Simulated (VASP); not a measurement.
Here is the system:

```
CELL_PARAMETERS angstrom
     -2.33580     2.33580     2.33580
      2.33580    -2.33580     2.33580
      2.33580     2.33580    -2.33580
ATOMIC_POSITIONS crystal
  Eu 0.00000 0.00000 0.00000
```

All values below come from PBE GGA, VASP's PBE PAW potentials (set 64) (plane waves; VASP 6.6.1). Numerical set-up: 750 eV cut-off, 10×10×10 Γ-centred mesh, first-order Methfessel-Paxton smearing of 0.10 eV, potentials Eu_2.

The 4f electrons are frozen in the core of the lanthanide potential, so 4f levels, which can set the real gap, and their magnetism are missing.

Task: Give the stress tensor in GPa (positive for a compressed cell).

Result: 
```
-1.48   0.00   0.00
 0.00  -1.48   0.00
 0.00   0.00  -1.48
```
The pressure is its mean diagonal, -1.48 GPa.

The compound is Eu in the bcc structure. The cell was not relaxed at this level. The run is one of a series of settings (ENCUT = 750 against the base run), some of them coarse on purpose.
